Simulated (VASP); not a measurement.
Energy against volume of InAs (zinc blende). All values below come from vdW-DF2, VASP's PBE PAW potentials (set 64) (plane waves; VASP).

```csv
V (Å³/atom),E (eV/atom)
30.451,-1.16088
31.423,-1.17295
32.395,-1.17692
33.367,-1.17407
34.339,-1.16553
```

Problem. Fit a third-order Birch-Murnaghan equation of state.

Solution. 
The volume per atom is 32.45 Å^3/atom. The bulk modulus is 37.0 GPa, the pressure derivative of the bulk modulus is 4.91 and the lattice constant a comes out as 6.379 Å.

Measured: bulk modulus 58.6 GPa at 0 K (computed value off by -36.9 %), as given by Daniel Mejia-Rodriguez et al., Physical Review B (2018), arXiv:1807.09216 [0 K value with the zero-point phonon effect removed]; a 6.047 Å at 0 K (computed value off by +5.5 %), as given by Daniel Mejia-Rodriguez et al., Physical Review B (2018), arXiv:1807.09216 [static lattice: zero-point anharmonic expansion removed].

The compound is InAs in the zinc blende structure. It was relaxed first, which changed the volume by +17 %.
